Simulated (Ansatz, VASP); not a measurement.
## One calculation of TeAu, two programs

```xyz
4
Lattice="0.0000 3.5997 3.5997 3.5997 0.0000 3.5997 3.5997 3.5997 0.0000" Properties=species:S:1:pos:R:3 pbc="T T T"
Te    5.3996    5.3996    5.3996
Te    3.5997    3.5997    3.5997
Au    1.7999    1.7999    1.7999
Au    0.0000    0.0000    0.0000
```

Alike in both runs: functional PBE; k mesh 6 × 6 × 6; occupations gaussian, width 0.1 eV; no spin polarisation.

Ansatz relaxed the structure, and its values are those at the end. VASP's run is a single point on that final structure, the one shown.

```csv
,VASP,Ansatz
version,VASP 6.6.1,Ansatz 0.2.0
potentials or method,"VASP PAW PBE potentials, release 64 (Te, Au)","scalar-relativistic, plane waves, PAW"
plane-wave cutoff (eV),520,420
valence electrons in the cell,34,70
```

Ansatz gave:

- gap on the k mesh at the Fermi level (eV): none
- pressure (GPa): 0.3

**Question.** What did VASP give for the same quantities?

**Answer.** gap on the k mesh at the Fermi level (eV): none; pressure (GPa): 0.1.

A gap of «none» marks a metal or a gap that the smearing closes. The two sets of potentials don't hold the same shells in valence.

The runs have no spin-orbit coupling, so splittings on Au, Te are missing.
